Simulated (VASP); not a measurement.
Level of theory: revTPSS meta-GGA, VASP's PBE PAW potentials (set 64) (plane waves; VASP 6.6.1).

The input files of a VASP run:

File POSCAR:
```
Ir
1
    0.0000000000     1.9200000000     1.9200000000
    1.9200000000     0.0000000000     1.9200000000
    1.9200000000     1.9200000000     0.0000000000
Ir
1
Direct
  0.0000000000   0.0000000000   0.0000000000
```

INCAR:
```
SYSTEM = Ir
PREC = Accurate; ENCUT = 520; LREAL = .FALSE.
LASPH = .TRUE.
EDIFF = 1E-6; NELM = 100; ALGO = Normal
LMAXMIX = 6; LMIXTAU = .TRUE.
ISMEAR = 1; SIGMA = 0.1
METAGGA = RTPSS
IBRION = 2; NSW = 60; ISIF = 3
EDIFFG = -0.01
LWAVE = .FALSE.; LCHARG = .FALSE.
```

File KPOINTS:
```
Automatic mesh
0
Gamma
15 15 15
0 0 0
```

POTCAR, in this order: Ir (PBE.64 set). Program: vasp_std.

Output

File OSZICAR:
```
       N       E                     dE             d eps       ncg     rms          rms(c)
DAV:   1     0.111242748028E+03    0.11124E+03   -0.51138E+03  1984   0.122E+03
DAV:   2     0.437987102677E+02   -0.67444E+02   -0.65269E+02  1968   0.304E+02
DAV:   3     0.425971506927E+02   -0.12016E+01   -0.11999E+01  3096   0.577E+01
DAV:   4     0.425919886684E+02   -0.51620E-02   -0.51584E-02  2904   0.299E+00
DAV:   5     0.425919746260E+02   -0.14042E-04   -0.14044E-04  3024   0.149E-01    0.173E+01
DAV:   6     0.305393622800E+02   -0.12053E+02   -0.14589E+01  1928   0.502E+01    0.107E+01
DAV:   7     0.308071511245E+02    0.26779E+00   -0.32180E-01  2672   0.790E+00    0.695E+00
DAV:   8     0.310977033004E+02    0.29055E+00   -0.59108E-01  2248   0.105E+01    0.248E+00
DAV:   9     0.311167924956E+02    0.19089E-01   -0.56649E-01  2256   0.103E+01    0.102E+00
DAV:  10     0.311089550891E+02   -0.78374E-02   -0.78352E-03  2088   0.134E+00    0.779E-01
DAV:  11     0.311083879102E+02   -0.56718E-03   -0.58827E-02  2240   0.345E+00    0.961E-02
DAV:  12     0.311081586375E+02   -0.22927E-03   -0.30463E-04  2104   0.229E-01    0.114E-01
DAV:  13     0.311081276697E+02   -0.30968E-04   -0.10677E-04  2568   0.151E-01    0.632E-02
DAV:  14     0.311081271650E+02   -0.50476E-06   -0.42965E-05  2264   0.104E-01    0.185E-02
DAV:  15     0.311081208907E+02   -0.62743E-05   -0.15606E-06  1656   0.237E-02    0.911E-03
DAV:  16     0.311081216027E+02    0.71206E-06   -0.83812E-08  1072   0.536E-03
   1 F= 0.31108122E+02 E0= 0.31108253E+02  d E =0.311081E+02
       N       E                     dE             d eps       ncg     rms          rms(c)
DAV:   1     0.310741501696E+02   -0.33971E-01   -0.21316E+00  2072   0.242E+01    0.261E+00
DAV:   2     0.311149680570E+02    0.40818E-01   -0.91661E-02  2192   0.437E+00    0.840E-01
DAV:   3     0.311213796427E+02    0.64116E-02   -0.36751E-02  2272   0.235E+00    0.222E-01
DAV:   4     0.311213457503E+02   -0.33892E-04   -0.24793E-03  2320   0.640E-01    0.104E-01
DAV:   5     0.311210422311E+02   -0.30352E-03   -0.15183E-03  2192   0.400E-01    0.466E-02
DAV:   6     0.311208206744E+02   -0.22156E-03   -0.26349E-04  2336   0.214E-01    0.746E-03
DAV:   7     0.311208356098E+02    0.14935E-04   -0.21250E-05  2328   0.736E-02    0.147E-02
DAV:   8     0.311208210172E+02   -0.14593E-04   -0.16471E-05  2376   0.629E-02    0.470E-04
DAV:   9     0.311208219179E+02    0.90067E-06   -0.50571E-08   992   0.344E-03
   2 F= 0.31120822E+02 E0= 0.31120957E+02  d E =0.127003E-01
       N       E                     dE             d eps       ncg     rms          rms(c)
DAV:   1     0.310771360090E+02   -0.43685E-01   -0.13570E+00  2056   0.193E+01    0.181E+00
DAV:   2     0.311038899698E+02    0.26754E-01   -0.63285E-02  2216   0.357E+00    0.746E-01
DAV:   3     0.311075536889E+02    0.36637E-02   -0.23843E-02  2296   0.186E+00    0.219E-01
DAV:   4     0.311095181758E+02    0.19645E-02   -0.47293E-03  2352   0.872E-01    0.131E-01
DAV:   5     0.311072988472E+02   -0.22193E-02   -0.25183E-03  2232   0.577E-01    0.188E-02
DAV:   6     0.311072793755E+02   -0.19472E-04   -0.67024E-05  2072   0.120E-01    0.892E-03
DAV:   7     0.311072695690E+02   -0.98065E-05   -0.25935E-05  2096   0.843E-02    0.149E-02
DAV:   8     0.311072708103E+02    0.12413E-05   -0.16791E-05  2144   0.625E-02    0.792E-04
DAV:   9     0.311072704251E+02   -0.38515E-06   -0.57377E-08   968   0.295E-03
   3 F= 0.31107270E+02 E0= 0.31107402E+02  d E =-.851178E-03
```

OUTCAR:
```
------------------------ aborting loop because EDIFF is reached ----------------------------------------
  FORCE on cell =-STRESS in cart. coord.  units (eV):
  Direction    XX          YY          ZZ          XY          YZ          ZX
  --------------------------------------------------------------------------------------
  Total        0.0005657      0.0005657      0.0005657     -0.0000000      0.0000000      0.0000000
  in kB        0.0644712      0.0644712      0.0644712     -0.0000000      0.0000000      0.0000000
  external PRESSURE =       0.0644712 kB  Pullay stress =       0.0000000 kB
  volume of cell :       14.06
      direct lattice vectors                 reciprocal lattice vectors
     0.000000000  1.915547414  1.915547414    -0.261021991  0.261021991  0.261021991
     1.915547414  0.000000000  1.915547414     0.261021991 -0.261021991  0.261021991
     1.915547414  1.915547414 -0.000000000     0.261021991  0.261021991 -0.261021991
 POSITION                                       TOTAL-FORCE (eV/Angst)
 -----------------------------------------------------------------------------------
      0.00000      0.00000      0.00000         0.000000      0.000000     -0.000000
 -----------------------------------------------------------------------------------
    total drift:                                0.000000      0.000000      0.000000
  FREE ENERGIE OF THE ION-ELECTRON SYSTEM (eV)
  ---------------------------------------------------
  free  energy   TOTEN  =        31.1072704251 eV

  energy  without entropy=       31.1076659159  energy(sigma->0) =       31.10740226

 reached required accuracy - stopping structural energy minimisation
```
(Selected blocks of OUTCAR.)

### CONTCAR
```
Ir
   1.00000000000000
     0.0000000000000000    1.9155474144208755    1.9155474144208755
     1.9155474144208755    0.0000000000000000    1.9155474144208755
     1.9155474144208755    1.9155474144208755   -0.0000000000000000
  Ir
     1
Direct
     0.0000000000000000    0.0000000000000000    0.0000000000000000
```

OUTCAR:
```
 val. band max:       10.4478434435   @ k =  -0.3333   0.2667   0.0667

 cond. band min:      10.4614995579   @ k =  -0.4667   0.4000   0.0000


 Fermi energy:        10.4498612400

 k-point     1 :       0.0000    0.0000    0.0000
  band No.  band energies     occupation
      1      -0.7629      2.00000
      2       6.4604      2.00000
      3       6.4604      2.00000
      4       6.4604      2.00000
      5       9.1427      2.00000
      6       9.1427      2.00000
      7      24.6274      0.00000
      8      30.2921      0.00000

 k-point     2 :       0.0667    0.0000    0.0000
  band No.  band energies     occupation
      1      -0.5645      2.00000
      2       6.3531      2.00000
      3       6.5468      2.00000
      4       6.5468      2.00000
      5       9.0868      2.00000
      6       9.0868      2.00000
      7      24.9706      0.00000
      8      29.2398      0.00000

 k-point     3 :       0.1333    0.0000    0.0000
  band No.  band energies     occupation
      1       0.0000      2.00000
      2       6.0986      2.00000
      3       6.7551      2.00000
      4       6.7551      2.00000
      5       8.9886      2.00000
      6       8.9886      2.00000
      7      25.8638      0.00000
      8      27.4111      0.00000

 k-point     4 :       0.2000    0.0000    0.0000
  band No.  band energies     occupation
      1       0.8169      2.00000
      2       5.8863      2.00000
      3       6.9159      2.00000
      4       6.9159      2.00000
      5       9.0549      2.00000
      6       9.0549      2.00000
      7      25.4783      0.00000
      8      26.9521      0.00000

 k-point     5 :       0.2667    0.0000    0.0000
  band No.  band energies     occupation
      1       1.6292      2.00000
      2       6.0277      2.00000
      3       6.8596      2.00000
      4       6.8596      2.00000
      5       9.4746      2.00000
      6       9.4746      2.00000
      7      23.6688      0.00000
...
```

Unless said otherwise, spin-orbit coupling is left out, though it shifts the bands of the heavy elements here.

The compound is Ir in the fcc structure. This run relaxes it. Symmetry was kept, so distortions that lower it aren't found.
